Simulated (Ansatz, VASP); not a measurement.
Given: the input of a run of Ansatz 0.2.0 on LaPb2. Atoms were shifted at random by some hundredths of an Å from the given cell, which wasn't relaxed again for these runs. The cell comes from a database or a generator and needn't be the stable form of this composition.

File input.yaml:

```yaml
crystal:
  lattice:
    - [-2.066343, 2.066343, 5.63845]
    - [2.066343, -2.066343, 5.63845]
    - [2.066343, 2.066343, -5.63845]
  atoms:
    - { symbol: Pb, position: [0.689449, 0.674891, -0.000746] }
    - { symbol: Pb, position: [0.321914, 0.322033, 0.014173] }
    - { symbol: La, position: [0.002952, 0.003526, 0.010307] }
hamiltonian:
  xc: pbe
  pseudopotentials: { kind: paw }
kpoints:
  mp_grid: { grid: [9, 9, 9] }
scf:
  occupations: { method: fermi_dirac, width: 0.05 }
output:
  forces: true
  stress: true
  eigenvalues: true
```

Potentials or basis: Ansatz PAW.

Run with:

```sh
$ ansatz run input.yaml --threads 2 --pin off --max-ram 5120MiB --backend cpu --events-out ev --progress --plain --runs-dir out
```

Question: What does the same run look like in VASP 6.6.1? Potentials or basis there: PBE PAW files La, Pb_d, 520 eV.

Answer: As run (cutoffs and basis follow the program's own potentials, and thresholds, step limits or extra output files can differ):

Contents of INCAR:

```
ALGO = Normal
EDIFF = 1E-7
ENCUT = 520
GGA = PE
ISIF = 2
ISMEAR = -1
LASPH = True
LCHARG = False
LREAL = False
LWAVE = False
NBANDS = 26
NELM = 60
PREC = Accurate
SIGMA = 0.05
```

KPOINTS

```
k-points
0
Gamma
  9 9 9
```

The input POSCAR:

```
LaPb2
1.0
   -2.0663430000      2.0663430000      5.6384500000
    2.0663430000     -2.0663430000      5.6384500000
    2.0663430000      2.0663430000     -5.6384500000
Pb La
2 1
Direct
    0.6894490000      0.6748910000     -0.0007460000
    0.3219140000      0.3220330000      0.0141730000
    0.0029520000      0.0035260000      0.0103070000
```

Potentials or basis: VASP PAW PBE potentials, release 64 (Pb_d, La).

Command:

```bash
$ cat potpaw_PBE.64/Pb_d/POTCAR potpaw_PBE.64/La/POTCAR > POTCAR
$ mpirun -np 1 vasp_std > vasp.out
```

Both were run:

|  | Ansatz | VASP |
| --- | --- | --- |
| Pressure | 0.0 GPa | -0.1 GPa |
| Largest force | 0.147 eV/Å | 0.146 eV/Å |

Ansatz's pressure holds a Pulay term of +0.01 GPa for its cutoff of 420 eV, which the other run lacks.

Where Ansatz's input types no cutoff or centring, it takes its own default and a Γ-centred mesh.

Pressure is positive in compression.
